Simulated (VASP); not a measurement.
Data:

```
CuI
1.0
    0.00000     3.08550     3.08550
    3.08550     0.00000     3.08550
    3.08550     3.08550     0.00000
Cu I
1 1
Cartesian
  0.00000   0.00000   0.00000
  1.54275   1.54275   1.54275
```

Calculation: PBE GGA, VASP's PBE PAW potentials (set 64) (plane waves; VASP). Settings: 400 eV cut-off, 12×12×12 Γ-centred mesh, Gaussian smearing of 0.050 eV, potentials Cu I.

Give the stress tensor in GPa (positive for a compressed cell).

```
-1.77   0.00   0.00
 0.00  -1.77   0.00
 0.00   0.00  -1.77
```
The pressure is its mean diagonal, -1.77 GPa.

The compound is CuI in the zinc blende structure. The cell was not relaxed at this level. The run is one of a series of settings (KPOINTS 12×12×12 Γ-centred mesh against the base run), some of them coarse on purpose.
